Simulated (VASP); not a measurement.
These are LDA (Ceperley-Alder, Perdew-Zunger), VASP's LDA PAW potentials (set 64) (plane waves; VASP 6.6.1) values and carry that method's errors.

Input for VASP

POSCAR:
```
KF
1
    0.0000000000     2.5858472595     2.5858472595
    2.5858472595     0.0000000000     2.5858472595
    2.5858472595     2.5858472595     0.0000000000
K F
1 1
Direct
  0.0000000000   0.0000000000   0.0000000000
  0.5000000000   0.5000000000   0.5000000000
```

INCAR:
```
NSW  =  30   # most ionic steps
LCHARG  =  .FALSE.
EDIFF  =  1E-8   # SCF stop (eV)
ALGO  =  Normal   # blocked Davidson
SYSTEM  =  KF
ENCUT  =  520   # plane-wave cut-off (eV)
NELM  =  100   # most electronic steps
LWAVE  =  .FALSE.
PREC  =  Accurate
IBRION  =  1
ISMEAR  =  0   # Gaussian
LREAL  =  .FALSE.   # projection in real space or not
SIGMA  =  0.05   # width (eV)
LASPH  =  .TRUE.   # aspherical one-centre terms
EDIFFG  =  -0.001   # ionic stop
ISIF  =  2   # forces and stress, cell fixed
```

KPOINTS:
```
K-points
0
G
8 8 8
0 0 0
```

POTCAR, in this order: K_sv F (LDA.64 set). Program: vasp_std.

The run wrote:

**OUTCAR**
```
 ion  position               nearest neighbor table
   1  0.000  0.000  0.000-   2 2.59   2 2.59   2 2.59   2 2.59   2 2.59   2 2.59
   2  0.500  0.500  0.500-   1 2.59   1 2.59   1 2.59   1 2.59   1 2.59   1 2.59
  LATTYP: Found a face centered cubic cell.
 ALAT       =     5.1716945190
 Subroutine PRICEL returns:
 Original cell was already a primitive cell.
 Subroutine GETGRP returns: Found 48 space group operations
The static configuration has the point symmetry O_h .
The dynamic configuration has the point symmetry O_h .
 Subroutine INISYM returns: Found 48 space group operations
 Subroutine IBZKPT returns following result:
 Found     29 irreducible k-points:

 Following reciprocal coordinates:
            Coordinates               Weight
  0.000000  0.000000  0.000000      1.000000
  0.125000  0.000000  0.000000      8.000000
  0.250000  0.000000  0.000000      8.000000
  0.375000  0.000000  0.000000      8.000000
  0.500000  0.000000  0.000000      4.000000
  0.125000  0.125000  0.000000      6.000000
  0.250000  0.125000  0.000000     24.000000
  0.375000  0.125000  0.000000     24.000000
  0.500000  0.125000  0.000000     24.000000
...
```

### OSZICAR
```
       N       E                     dE             d eps       ncg     rms          rms(c)
DAV:   1     0.126695514104E+03    0.12670E+03   -0.85646E+03   696   0.132E+03
DAV:   2    -0.491855240595E+01   -0.13161E+03   -0.11858E+03   852   0.347E+02
DAV:   3    -0.101205149479E+02   -0.52020E+01   -0.51780E+01   908   0.666E+01
DAV:   4    -0.102516162739E+02   -0.13110E+00   -0.13103E+00  1036   0.101E+01
DAV:   5    -0.102535561611E+02   -0.19399E-02   -0.19398E-02   904   0.118E+00    0.632E+00
DAV:   6    -0.914045527102E+01    0.11131E+01   -0.39391E+00   760   0.195E+01    0.461E+00
DAV:   7    -0.909604884414E+01    0.44406E-01   -0.13048E-01   932   0.323E+00    0.286E+00
DAV:   8    -0.907163972200E+01    0.24409E-01   -0.46199E-02   768   0.254E+00    0.210E-01
DAV:   9    -0.907177496009E+01   -0.13524E-03   -0.51443E-03  1028   0.594E-01    0.109E-01
DAV:  10    -0.907186190337E+01   -0.86943E-04   -0.63883E-04   852   0.288E-01    0.524E-02
DAV:  11    -0.907184206403E+01    0.19839E-04   -0.82304E-05   856   0.102E-01    0.140E-02
DAV:  12    -0.907184326836E+01   -0.12043E-05   -0.23522E-06   836   0.168E-02    0.338E-03
DAV:  13    -0.907184329571E+01   -0.27356E-07   -0.28093E-07   956   0.575E-03    0.668E-04
DAV:  14    -0.907184329765E+01   -0.19306E-08   -0.15138E-08   680   0.147E-03
   1 F= -.90718433E+01 E0= -.90718433E+01  d E =-.907184E+01
```

### OUTCAR
```
------------------------ aborting loop because EDIFF is reached ----------------------------------------
  FORCE on cell =-STRESS in cart. coord.  units (eV):
  Direction    XX          YY          ZZ          XY          YZ          ZX
  --------------------------------------------------------------------------------------
  Total       -0.0020568     -0.0020568     -0.0020568      0.0000000     -0.0000000      0.0000000
  in kB       -0.0952918     -0.0952918     -0.0952918      0.0000000     -0.0000000      0.0000000
  external PRESSURE =      -0.0952918 kB  Pullay stress =       0.0000000 kB
  volume of cell :       34.58
      direct lattice vectors                 reciprocal lattice vectors
     0.000000000  2.585847259  2.585847259    -0.193360222  0.193360222  0.193360222
     2.585847259  0.000000000  2.585847259     0.193360222 -0.193360222  0.193360222
     2.585847259  2.585847259  0.000000000     0.193360222  0.193360222 -0.193360222
  FREE ENERGIE OF THE ION-ELECTRON SYSTEM (eV)
  ---------------------------------------------------
  free  energy   TOTEN  =        -9.0718432976 eV

  energy  without entropy=       -9.0718432976  energy(sigma->0) =       -9.07184330

 reached required accuracy - stopping structural energy minimisation
```
(Selected blocks of OUTCAR.)

The compound is KF in the rock salt structure. It was relaxed first, which changed the volume by -10 %. The start is the result of an earlier pass.
